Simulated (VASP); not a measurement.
Consider the following.

```
CELL_PARAMETERS angstrom
      1.64730    -2.85321     0.00000
      1.64730     2.85321     0.00000
      0.00000     0.00000     5.25300
ATOMIC_POSITIONS crystal
  Zr 0.33333 0.66667 0.25000
  Zr 0.66667 0.33333 0.75000
```

Calculation: PBE GGA, VASP's PBE PAW potentials (set 64) (plane waves; VASP 6.6.1). Settings: 400 eV cut-off, 2×2×1 Monkhorst-Pack mesh, first-order Methfessel-Paxton smearing of 0.10 eV, potentials Zr_sv.

Task: What does the run give for the energy per atom (σ→0), pressure?

Result: 
```
Quantity                       Result
---------------------  --------------
energy per atom (σ→0)  -8555 meV/atom
pressure                    -3.58 GPa
```

Total energies compare only between runs with the same potentials, cut-off and functional.

The compound is Zr in the hcp structure. The cell was not relaxed at this level. The k-mesh is coarse (spacing up to 1.20 per Å, 2π included), so the numbers may not be converged in it. The run is one of a series of settings (KPOINTS 2×2×1 Monkhorst-Pack mesh against the base run), some of them coarse on purpose.
